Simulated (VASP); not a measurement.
The system is Be3CdTe4.

```xyz
8
Lattice="-2.8500 2.8500 5.7000 2.8500 -2.8500 5.7000 2.8500 2.8500 -5.7000" Properties=species:S:1:pos:R:3 pbc="T T T"
Be    0.0000    2.8500    2.8500
Be    2.8500    0.0000    2.8500
Be    0.0000    0.0000    5.7000
Cd    0.0000    0.0000    0.0000
Te    1.5390    1.5390   -1.5390
Te    1.3110    1.3110    4.1610
Te   -1.3110    1.3110    7.2390
Te    1.3110   -1.3110    7.2390
```

The cell was built by a generator and needn't be a form met in nature.

- Program: VASP 6.6.1
- Task: relaxation of cell and atoms
- Functional: PBE
- Potentials or basis: VASP PAW PBE potentials, release 64 (Be, Cd, Te)
- Cutoff: 520 eV
- k mesh: 4 × 4 × 4
- Occupations: gaussian, width 0.15 eV
- Spin: no spin polarisation

At the start: pressure 6.9 GPa; volume 23.15 Å³/atom.

Problem. How do energy, volume and symmetry change on relaxing?

Solution. Over 6 steps the energy falls by 55.1 meV/atom and the volume is 25.70 Å³/atom (+11.0 %); space group I-42m (No. 121, to 0.05 Å).

The path:
| step | energy change (eV) | largest force (eV/Å) | pressure (GPa) | volume (Å³) |
| --- | --- | --- | --- | --- |
| 1 | 0.0000 | 0.5970 | 6.87 | 185.19 |
| 2 | -0.3968 | 0.0991 | -1.69 | 213.11 |
| 3 | -0.4331 | 0.1702 | -0.09 | 206.06 |
| 4 | -0.4330 | 0.1649 | -0.12 | 206.49 |
| 5 | -0.4379 | 0.0983 | -0.16 | 206.18 |
| 6 | -0.4410 | 0.0258 | -0.09 | 205.62 |

Final structure:
```cif
data_structure
_symmetry_space_group_name_H-M 'P 1'
_symmetry_Int_Tables_number 1
_cell_length_a 7.2073
_cell_length_b 7.2073
_cell_length_c 7.2073
_cell_angle_alpha 131.503
_cell_angle_beta 131.503
_cell_angle_gamma 71.016
_cell_volume 205.62
loop_
_atom_site_label
_atom_site_type_symbol
_atom_site_fract_x
_atom_site_fract_y
_atom_site_fract_z
_atom_site_occupancy
Be1 Be 0.75000 0.25000 0.50000 1
Be2 Be 0.25000 0.75000 0.50000 1
Be3 Be 0.50000 0.50000 0.00000 1
Cd1 Cd 0.00000 0.00000 0.00000 1
Te1 Te 0.14033 0.14033 0.55063 1
Te2 Te 0.58970 0.58970 0.44937 1
Te3 Te 0.85967 0.41030 0.00000 1
Te4 Te 0.41030 0.85967 0.00000 1
```
